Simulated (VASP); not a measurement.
# Sr$_{2}$AlGa$_{3}$ (space group P-6m2): computed properties

The numbers are results of PBEsol GGA, VASP's PBE PAW potentials (set 64) (plane waves; VASP), not measurements.

| Quantity | Result |
|---|---|
| space group | P-6m2 (187) |
| cell | a = b = 4.315 Å, c = 9.459 Å, α = β = 90.00°, γ = 120.00° |
| volume per atom | 25.42 Å³/atom |
| band gap (over mesh and band path) | none (metal, semimetal or under 0.01 eV) |
| band gap with spin-orbit coupling | none (metallic) |
| density | 4.48 g/cm³ |

```cif
data_AlGa3Sr2
_chemical_formula_sum 'Sr2 Al1 Ga3'
_space_group_name_H-M_alt 'P-6m2'
_space_group_IT_number 187
_space_group_name_Hall 'P -6 2'
_cell_length_a 4.31531
_cell_length_b 4.31531
_cell_length_c 9.45893
_cell_angle_alpha 90.000
_cell_angle_beta 90.000
_cell_angle_gamma 120.000
loop_
_atom_site_label
_atom_site_type_symbol
_atom_site_symmetry_multiplicity
_atom_site_Wyckoff_symbol
_atom_site_fract_x
_atom_site_fract_y
_atom_site_fract_z
_atom_site_occupancy
Sr1 Sr 2 i 0.66667 0.33333 0.24739 1
Al1 Al 1 b 0.00000 0.00000 0.50000 1
Ga1 Ga 1 a 0.00000 0.00000 0.00000 1
Ga2 Ga 1 d 0.33333 0.66667 0.50000 1
Ga3 Ga 1 c 0.33333 0.66667 0.00000 1
```

The structure comes from a computed database's Sr2AlGa3 entry (P-6m2); how it stands against other phases isn't given here. It was relaxed first. Symmetry was kept, so distortions that lower it aren't found.
